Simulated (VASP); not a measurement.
Data:

```
CELL_PARAMETERS angstrom
      0.00000     2.57346     2.57346
      2.57346     0.00000     2.57346
      2.57346     2.57346     0.00000
ATOMIC_POSITIONS crystal
  Hf 0.00000 0.00000 0.00000
  O  0.25000 0.25000 0.25000
  O  0.75000 0.75000 0.75000
```

These are PBE GGA with D3 dispersion (Becke-Johnson damping), VASP's PBE PAW potentials (set 64) (plane waves; VASP) values and carry that method's errors. Numerical set-up: 520 eV cut-off, 8×8×8 Γ-centred mesh, Gaussian smearing of 0.050 eV, potentials Hf_pv O.

### Question
Give the stress tensor in GPa (positive for a compressed cell).

### Answer

```
-13.44    0.00    0.00
  0.00  -13.44    0.00
  0.00    0.00  -13.44
```
The pressure is its mean diagonal, -13.44 GPa.

The compound is HfO2 in the fluorite structure, the high-temperature cubic form, which is unstable at 0 K; the monoclinic form is the stable one. This cell is one point of a volume scan, at 1.06 of the reference volume.
